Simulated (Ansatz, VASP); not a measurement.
**Two plane-wave programs on NbTe**

```xyz
2
Lattice="3.4257 0.0000 0.0000 0.0000 3.4257 0.0000 0.0000 0.0000 3.4257" Properties=species:S:1:pos:R:3 pbc="T T T"
Nb    1.7128    1.7128    1.7128
Te    0.0000    0.0000    0.0000
```

The cell was built by a generator and needn't be a form met in nature.

Alike in both runs: task single point; functional PBE; k mesh 8 × 8 × 8; occupations fermi-dirac, width 0.05 eV; no spin polarisation.

```csv
,VASP,Ansatz
version,VASP 6.6.1,Ansatz 0.2.0
potentials or method,"VASP PAW PBE potentials, release 64 (Nb_sv, Te)",Ansatz PAW
plane-wave cutoff (eV),520,420
valence electrons in the cell,19,29
```

|  | VASP | Ansatz | Ansatz less VASP |
| --- | --- | --- | --- |
| gap on the k mesh at the Fermi level (eV) | none | none | - |
| pressure (GPa) | -0.2 | 0.0 | +0.21 |

A gap of «none» marks a metal or a gap that the smearing closes. With one functional, cell and mesh, what is left measures potentials, basis and numerics. The two sets of potentials don't hold the same shells in valence.

Spin-orbit coupling is left out, which matters for the levels of Te.
